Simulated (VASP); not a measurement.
```xyz
5
Lattice="3.7019 0.0000 0.0000 0.0000 3.7019 0.0000 0.0000 0.0000 3.7019" Properties=species:S:1:pos:R:3 pbc="T T T"
Mg     0.0000     0.0000     0.0000
Ni     0.0000     1.8509     1.8509
Ni     1.8509     0.0000     1.8509
Ni     1.8509     1.8509     0.0000
C      1.8509     1.8509     1.8509
```

Computed with LDA (Ceperley-Alder, Perdew-Zunger), VASP's LDA PAW potentials (set 64) (plane waves; VASP). Numerical set-up: 400 eV cut-off, 9×9×9 Γ-centred mesh, Gaussian smearing of 0.20 eV, potentials Mg Ni C.

The run has a spin-polarised start.

Question: Give the spin-up energies of bands 9 to 22 at the high-symmetry points, in eV from the Fermi level.

Answer: 
```tsv
band	Γ	X	M	R
9	-3.46	-3.16	-2.69	-2.40
10	-3.46	-2.49	-2.69	-2.40
11	-1.92	-1.98	-2.33	-2.40
12	-1.92	-1.97	-2.33	-1.26
13	-1.60	-1.85	-2.04	-1.26
14	-1.60	-1.60	-1.69	-1.20
15	-1.60	-1.60	-1.58	-1.20
16	-0.86	-1.19	-1.19	-1.20
17	-0.86	-0.86	-0.52	-0.81
18	-0.86	0.13	-0.14	-0.81
19	-0.58	0.13	-0.14	-0.81
20	3.79	3.86	1.37	1.32
21	5.40	4.45	5.14	1.32
22	5.40	6.03	5.97	1.32
```

Question: Give the spin-down energies of bands 9 to 22 at the high-symmetry points, in eV from the Fermi level.

Answer: 
```
band      Γ      X      M      R
----  -----  -----  -----  -----
9     -3.46  -3.16  -2.69  -2.40
10    -3.46  -2.48  -2.69  -2.40
11    -1.92  -1.98  -2.33  -2.40
12    -1.92  -1.97  -2.33  -1.26
13    -1.60  -1.85  -2.04  -1.26
14    -1.60  -1.60  -1.69  -1.20
15    -1.60  -1.60  -1.58  -1.20
16    -0.86  -1.19  -1.19  -1.20
17    -0.86  -0.86  -0.52  -0.81
18    -0.86   0.13  -0.14  -0.81
19    -0.58   0.13  -0.14  -0.81
20     3.79   3.86   1.37   1.32
21     5.40   4.45   5.14   1.32
22     5.40   6.03   5.97   1.32
```

It has no gap at this level: it comes out as a metal or semimetal.

The structure comes from a computed database's MgNi3C entry; how it stands against other phases isn't given here. The cell was not relaxed at this level.
